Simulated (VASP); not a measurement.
Method: TPSS meta-GGA, VASP's PBE PAW potentials (set 64) (plane waves; VASP).

A VASP calculation is set up with these files.

### INCAR
```
SYSTEM = FeAl
PREC = Accurate; ENCUT = 520; LREAL = .FALSE.
LASPH = .TRUE.
EDIFF = 1E-7; NELM = 100; ALGO = Normal
LMAXMIX = 4; LMIXTAU = .TRUE.
ISMEAR = 1; SIGMA = 0.1
METAGGA = TPSS
ISIF = 2
LWAVE = .FALSE.; LCHARG = .FALSE.
```

File KPOINTS:
```
K-points
0
G
  13 13 13
```

File POSCAR:
```
FeAl
1
    2.8473027340     0.0000000000     0.0000000000
    0.0000000000     2.8473027340     0.0000000000
    0.0000000000     0.0000000000     2.8473027340
Al Fe
1 1
Direct
  0.5000000000   0.5000000000   0.5000000000
  0.0000000000   0.0000000000   0.0000000000
```

POTCAR, in this order: Al Fe (PBE.64 set). Program: vasp_std.

### Question
Predict the energy per atom (σ→0), band gap (on the k-mesh).

### Answer

```json
{
  "energy per atom (σ→0)": "-12.236 eV/atom",
  "band gap (on the k-mesh)": "none (metal, semimetal or under 0.01 eV)"
}
```

File OSZICAR:
```
...
DAV:  11    -0.244727722119E+02   -0.10079E-01   -0.40302E-02  1716   0.312E+00    0.167E-01
DAV:  12    -0.244731378089E+02   -0.36560E-03   -0.28387E-03  1746   0.904E-01    0.135E-02
DAV:  13    -0.244732285639E+02   -0.90755E-04   -0.43925E-05  1653   0.863E-02    0.127E-02
DAV:  14    -0.244732187012E+02    0.98628E-05   -0.34804E-05  1767   0.882E-02    0.192E-02
DAV:  15    -0.244732290580E+02   -0.10357E-04   -0.16106E-05  1720   0.559E-02    0.541E-03
DAV:  16    -0.244732305024E+02   -0.14444E-05   -0.15386E-06  1864   0.194E-02    0.114E-03
DAV:  17    -0.244732305247E+02   -0.22336E-07   -0.13943E-07   786   0.670E-03
   1 F= -.24473231E+02 E0= -.24472761E+02  d E =-.140838E-02
```

The compound is FeAl in the CsCl type structure. It was relaxed first, which changed the volume by -6 %. The run is not spin-polarised, so no magnetic state was tried. The electron count is odd and the run is not spin-polarised, which forces a metal.
